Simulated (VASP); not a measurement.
```yaml
crystal:
  lattice:
    - [0.00000, 1.89363, 1.89363]
    - [1.89363, 0.00000, 1.89363]
    - [1.89363, 1.89363, 0.00000]
  atoms:
    - { symbol: Ir, position: [0.00000, 0.00000, 0.00000] }
```

All values below come from SCAN meta-GGA, VASP's PBE PAW potentials (set 64) (plane waves; VASP). Run with 520 eV cut-off, 15×15×15 Γ-centred mesh, first-order Methfessel-Paxton smearing of 0.10 eV, potentials Ir.

Unless said otherwise, spin-orbit coupling is left out, though it shifts the bands of the heavy elements here.

Problem. Estimate the energy per atom (σ→0), band gap (on the k-mesh) with the smallest direct gap where there is one.

Solution. 
The band gap (on the k-mesh) is none (metal, semimetal or under 0.01 eV) and the energy per atom (σ→0) is -71.291 eV/atom.

Total energies compare only between runs with the same potentials, cut-off and functional.

The compound is Ir in the fcc structure. It was relaxed first. The start is the result of an earlier pass.
